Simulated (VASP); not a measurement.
Runs of VASP 6.6.1 on TiTe2. The cell holds a slab with vacuum, 6 atoms: a = 3.777 Å, b = 3.777 Å, c = 14.913 Å, α = 90.00°, β = 90.00°, γ = 120.00°. 

```tsv
cell	vacuum (Å)	gap on the mesh (eV)	largest force (eV/Å)	work function (eV)
P-3m1, 30.71 Å³/atom	5	none	0.14	-
P-3m1, 41.0 Å³/atom	10	none	0.13	(a)
P-3m1, 65.71 Å³/atom	22	none	0.13	5.00
P-3m1, 53.36 Å³/atom	-	none	0.12	5.00
```

Alike in all rows: task work function; level PBEsol; potentials or basis VASP PAW PBE potentials, release 64 (Te, Ti_sv); no spin polarisation; k mesh 10 × 10 × 1; cutoff (eV) 520; smearing methfessel-paxton 0.1 eV.

Q: Fill in the values left out.

A: (a) 4.99.

Caveats: the PAW data sets were made with another functional, which shifts forces and pressure a little.

A k mesh can miss the band edges, and the runs leave out spin-orbit coupling on Te.

A gap of «none» marks a metal or a gap under the smearing width.
